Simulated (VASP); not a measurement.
An input for Quantum ESPRESSO's pw.x (written as the equivalent of a VASP run, and not itself run):

```
&CONTROL
  calculation = 'scf'
  pseudo_dir = './pseudo'
  outdir = './out'
  tprnfor = .true.
  tstress = .true.
/
&SYSTEM
  ibrav = 0
  nat = 2
  ntyp = 2
  ecutwfc = 80
  occupations = 'smearing'
  smearing = 'gaussian'
  degauss = 0.003675
  input_dft = 'pbe'
/
&ELECTRONS
  conv_thr = 7.3e-08
  electron_maxstep = 100
/
ATOMIC_SPECIES
  Ga 69.723 Ga.upf
  Sb 121.760 Sb.upf
CELL_PARAMETERS angstrom
     0.0000000    3.0500000    3.0500000
     3.0500000    0.0000000    3.0500000
     3.0500000    3.0500000    0.0000000
ATOMIC_POSITIONS crystal
  Ga   0.0000000  0.0000000  0.0000000
  Sb   0.2500000  0.2500000  0.2500000
K_POINTS automatic
  8 8 8 1 1 1
```

### Question
Translate this input to VASP (INCAR, KPOINTS, POSCAR, choice of POTCAR).

### Answer
Several could match; the one computed here: 
INCAR:
```
# general
SYSTEM =GaSb
PREC   =Accurate
ENCUT  =400   # plane-wave cut-off (eV)
LREAL  =F   # projection in real space or not
LASPH  =T

# electronic loop
EDIFF  =1E-6   # SCF stop (eV)
NELM   =100   # most electronic steps
ALGO   =Normal   # blocked Davidson
LMAXMIX=4   # l cut-off of mixed one-centre charges

# smearing
ISMEAR =0   # Gaussian
SIGMA  =0.05

# functional
GGA    =PE

# ions
ISIF   =2   # forces and stress, cell fixed

# output
LWAVE  =F
LCHARG =F
```

File KPOINTS:
```
Automatic mesh
0
Monkhorst-Pack
8 8 8
0 0 0
```

File POSCAR:
```
GaSb
1.0
  0.0000000000   3.0500000000   3.0500000000
  3.0500000000   0.0000000000   3.0500000000
  3.0500000000   3.0500000000   0.0000000000
Ga Sb
1 1
Direct
  0.0000000000   0.0000000000   0.0000000000
  0.2500000000   0.2500000000   0.2500000000
```

POTCAR, in this order: Ga_d Sb (PBE.64 set). Program: vasp_std.

What does not carry over: the potentials are each code's own (VASP's PAW set, PseudoDojo norm-conserving files in pw.x), so ENCUT and ecutwfc are chosen apart and not converted; conv_thr bounds pw.x's estimated SCF error, while EDIFF bounds the energy change between steps; an even Monkhorst-Pack mesh in KPOINTS is the half-step-shifted mesh of pw.x.

The compound is GaSb in the zinc blende structure. The cell was not relaxed at this level. The run is one of a series of settings (KPOINTS 8×8×8 Monkhorst-Pack mesh against the base run), some of them coarse on purpose.
